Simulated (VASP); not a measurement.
Given:

```
CELL_PARAMETERS angstrom
     -1.81018     1.81018     1.99697
      1.81018    -1.81018     1.99697
      1.81018     1.81018    -1.99697
ATOMIC_POSITIONS crystal
  Sn 0.00000 0.00000 0.00000
```

These are PBEsol GGA, VASP's PBE PAW potentials (set 64) (plane waves; VASP) values and carry that method's errors. Run with 400 eV cut-off, Gaussian smearing of 0.050 eV, potentials Sn_d.

Unless said otherwise, spin-orbit coupling is left out, though it shifts the bands of the heavy elements here.

### Question
What does the run give for the band gap (along the path) with the smallest direct gap where there is one?

### Answer

| Property | Value |
|---|---|
| band gap (along the path) | none (metal, semimetal or under 0.01 eV) |

The absolute energy has meaning only against runs of the same code, potentials and settings.

The structure comes from a measured Sn entry (I4/mmm) of the Crystallography Open Database, whose conditions weren't checked. It was relaxed first, which changed the volume by -11 %.
